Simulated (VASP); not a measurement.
These are r2SCAN meta-GGA, VASP's PBE PAW potentials (set 64) (plane waves; VASP 6.6.1) values and carry that method's errors.

VASP input:

INCAR:
```
# general
SYSTEM =Tl(100) slab
PREC   =Normal
ENCUT  =400
LREAL  =.FALSE.
LASPH  =.TRUE.

# electronic loop
EDIFF  =1E-6
NELM   =100
NELMIN =4
ALGO   =Normal
LMAXMIX=4
LMIXTAU=.TRUE.

# smearing
ISMEAR =1
SIGMA  =0.1

# functional
METAGGA=R2SCAN

# output
LWAVE  =.FALSE.
LCHARG =.FALSE.
LORBIT =11
LVHAR  =.TRUE.

# other
LDIPOL =.TRUE.
IDIPOL =3
DIPOL  =0.5 0.5 0.5
```

### KPOINTS
```
Regular mesh
0
G
5 8 1
0 0 0
```

File POSCAR:
```
Tl(100) slab
1
    5.5571291924     0.0000000000     0.0000000000
    0.0000000000     3.5426836811     0.0000000000
    0.0000000000     0.0000000000    27.6306719480
Tl
8
Direct
  0.2500000000   0.5000000000   0.3526121973
  0.7500000000   0.0000000000   0.3190673060
  0.2500000000   0.0000000000   0.4625906847
  0.7500000000   0.5000000000   0.4279028570
  0.2500000000   0.5000000000   0.5720971430
  0.7500000000   0.0000000000   0.5374093153
  0.2500000000   0.0000000000   0.6809326940
  0.7500000000   0.5000000000   0.6473878027
```

POTCAR, in this order: Tl_d (PBE.64 set). Program: vasp_std. Read from the step before: WAVECAR.

The run wrote:

OSZICAR:
```
       N       E                     dE             d eps       ncg     rms          rms(c)
DAV:   1    -0.424575237837E+03   -0.42458E+03   -0.73734E-06  1564   0.199E-02    0.116E-03
DAV:   2    -0.424575239880E+03   -0.20432E-05   -0.19937E-06  1184   0.108E-02    0.698E-04
DAV:   3    -0.424575237484E+03    0.23959E-05   -0.24009E-07  1134   0.305E-03    0.511E-04
DAV:   4    -0.424575238927E+03   -0.14431E-05   -0.41522E-07  1132   0.474E-03    0.276E-04
DAV:   5    -0.424575237292E+03    0.16356E-05   -0.24911E-07  1132   0.346E-03    0.137E-04
DAV:   6    -0.424575238746E+03   -0.14544E-05   -0.23398E-07  1132   0.312E-03    0.387E-05
DAV:   7    -0.424575238345E+03    0.40130E-06   -0.14905E-07  1102   0.287E-03
   1 F= -.42457524E+03 E0= -.42457718E+03  d E =0.581226E-02
```

**OUTCAR**
```
------------------------ aborting loop because EDIFF is reached ----------------------------------------
  FORCE on cell =-STRESS in cart. coord.  units (eV):
  Direction    XX          YY          ZZ          XY          YZ          ZX
  --------------------------------------------------------------------------------------
  Total        0.7110364     -2.3593241     -0.6010700      0.0000000      0.0000000     -0.0000000
  in kB        2.0942481     -6.9490250     -1.7703589      0.0000000      0.0000000     -0.0000000
  external PRESSURE =      -2.2083786 kB  Pullay stress =       0.0000000 kB
  volume of cell :      543.97
      direct lattice vectors                 reciprocal lattice vectors
     5.557129192  0.000000000  0.000000000     0.179949029  0.000000000  0.000000000
     0.000000000  3.542683681  0.000000000     0.000000000  0.282271885  0.000000000
     0.000000000  0.000000000 27.630671948     0.000000000  0.000000000  0.036191664
 POSITION                                       TOTAL-FORCE (eV/Angst)
 -----------------------------------------------------------------------------------
      1.38928      1.77134      9.74291        -0.000000     -0.000000     -0.000028
      4.16785      0.00000      8.81604         0.000000     -0.000000      0.026089
      1.38928      0.00000     12.78169         0.000000      0.000000      0.026243
      4.16785      1.77134     11.82324         0.000000     -0.000000      0.015789
      1.38928      1.77134     15.80743        -0.000000     -0.000000     -0.015789
      4.16785      0.00000     14.84898         0.000000     -0.000000     -0.026243
      1.38928      0.00000     18.81463         0.000000     -0.000000     -0.026089
      4.16785      1.77134     17.88776         0.000000     -0.000000      0.000028
 -----------------------------------------------------------------------------------
    total drift:                                0.000000      0.000000     -0.000000
  FREE ENERGIE OF THE ION-ELECTRON SYSTEM (eV)
  ---------------------------------------------------
  free  energy   TOTEN  =      -424.5752383448 eV

  energy  without entropy=     -424.5810506028  energy(sigma->0) =     -424.57717576

 total charge

# of ion       s       p       d       tot
------------------------------------------
    1        1.189   0.374   9.621  11.184
    2        1.220   0.326   9.625  11.171
    3        1.181   0.392   9.623  11.196
    4        1.183   0.401   9.620  11.204
    5        1.183   0.401   9.620  11.204
    6        1.181   0.392   9.623  11.196
    7        1.220   0.326   9.625  11.171
    8        1.189   0.374   9.621  11.184
--------------------------------------------------
tot          9.545   2.985  76.980  89.510
```
(Selected blocks of OUTCAR.)

The cell is a thin slab with vacuum, built from Tl (hcp): (100) face.
